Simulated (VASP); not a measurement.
Input:

```
InP
1.0
    0.00000     2.88764     2.88764
    2.88764     0.00000     2.88764
    2.88764     2.88764     0.00000
In P
1 1
Direct
  0.00000   0.00000   0.00000
  0.25000   0.25000   0.25000
```

Computed with vdW-DF-cx, VASP's PBE PAW potentials (set 64) (plane waves; VASP). Run with 520 eV cut-off, 8×8×8 Γ-centred mesh, Gaussian smearing of 0.050 eV, potentials In_d P.

**Question.** Give the stress tensor in GPa (positive for a compressed cell).

**Answer.** 
```
4.66  0.00  0.00
0.00  4.66  0.00
0.00  0.00  4.66
```
The pressure is its mean diagonal, 4.66 GPa.

The compound is InP in the zinc blende structure. This cell is one point of a volume scan, at 0.94 of the reference volume.
